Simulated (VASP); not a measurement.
```
CELL_PARAMETERS angstrom
      0.00000     2.00884     2.00884
      2.00884     0.00000     2.00884
      2.00884     2.00884     0.00000
ATOMIC_POSITIONS crystal
  Ag 0.00000 0.00000 0.00000
```

The numbers are results of vdW-DF-cx, VASP's PBE PAW potentials (set 64) (plane waves; VASP 6.6.1), not measurements. Run with 520 eV cut-off, 15×15×15 Γ-centred mesh, first-order Methfessel-Paxton smearing of 0.10 eV, potentials Ag.

**Question.** Give the stress tensor in GPa (positive for a compressed cell).

**Answer.** 
```
3.91  0.00  0.00
0.00  3.91  0.00
0.00  0.00  3.91
```
The pressure is its mean diagonal, 3.91 GPa.

The compound is Ag in the fcc structure. This cell is one point of a volume scan, at 0.97 of the reference volume.
